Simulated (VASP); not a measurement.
An input for Quantum ESPRESSO's pw.x (written as the equivalent of a VASP run, and not itself run):

```
&CONTROL
  calculation = 'vc-relax'
  pseudo_dir = './pseudo'
  outdir = './out'
  tprnfor = .true.
  tstress = .true.
  nstep = 60
  forc_conv_thr = 0.00039
/
&SYSTEM
  ibrav = 0
  nat = 2
  ntyp = 2
  ecutwfc = 56.6
  occupations = 'smearing'
  smearing = 'gaussian'
  degauss = 0.003675
  input_dft = 'pbe'
  vdw_corr = 'grimme-d3'
  dftd3_version = 3
  dftd3_threebody = .false.
/
&ELECTRONS
  conv_thr = 7.3e-08
  electron_maxstep = 100
/
&IONS
/
&CELL
/
ATOMIC_SPECIES
  Ba 137.327 Ba.upf
  S 32.060 S.upf
CELL_PARAMETERS angstrom
     0.0000000    3.1950000    3.1950000
     3.1950000    0.0000000    3.1950000
     3.1950000    3.1950000    0.0000000
ATOMIC_POSITIONS crystal
  Ba   0.0000000  0.0000000  0.0000000
  S    0.5000000  0.5000000  0.5000000
K_POINTS automatic
  7 7 7 0 0 0
```

Problem. Write the VASP files for the same calculation (PBE-D3 (zero damping)).

Solution. This is not unique; one that fits is 
### INCAR
```
SYSTEM = BaS
PREC = Accurate; ENCUT = 520; LREAL = .False.
LASPH = .True.
EDIFF = 1E-6; NELM = 100; ALGO = Normal
LMAXMIX = 4
ISMEAR = 0; SIGMA = 0.05
GGA = PE; IVDW = 11
IBRION = 2; NSW = 60; ISIF = 3
EDIFFG = -0.01
LWAVE = .False.; LCHARG = .False.
```

POSCAR:
```
BaS
1
    0.0000000000     3.1950000000     3.1950000000
    3.1950000000     0.0000000000     3.1950000000
    3.1950000000     3.1950000000     0.0000000000
Ba S
1 1
Direct
  0.0000000000   0.0000000000   0.0000000000
  0.5000000000   0.5000000000   0.5000000000
```

### KPOINTS
```
Automatic mesh
0
Gamma
7 7 7
0 0 0
```

POTCAR, in this order: Ba_sv S (PBE.64 set). Program: vasp_std.

What does not carry over: the potentials are each code's own (VASP's PAW set, PseudoDojo norm-conserving files in pw.x), so ENCUT and ecutwfc are chosen apart and not converted; conv_thr bounds pw.x's estimated SCF error, while EDIFF bounds the energy change between steps; forc_conv_thr acts on force components and is met together with etot_conv_thr.

The compound is BaS in the rock salt structure. This run relaxes it. Symmetry was kept, so distortions that lower it aren't found.
